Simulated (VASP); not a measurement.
```
MgSe
1.0
    0.00000     2.73000     2.73000
    2.73000     0.00000     2.73000
    2.73000     2.73000     0.00000
Mg Se
1 1
Cartesian
  0.00000   0.00000   0.00000
  2.73000   2.73000   2.73000
```

All values below come from PBE GGA, VASP's PBE PAW potentials (set 64) (plane waves; VASP). Settings: 400 eV cut-off, 6×6×6 Γ-centred mesh, Gaussian smearing of 0.050 eV, potentials Mg Se.

**Question.** Give the stress tensor in GPa (positive for a compressed cell).

**Answer.** 
```
1.59  0.00  0.00
0.00  1.59  0.00
0.00  0.00  1.59
```
The pressure is its mean diagonal, 1.59 GPa.

The compound is MgSe in the rock salt structure. The cell was not relaxed at this level.
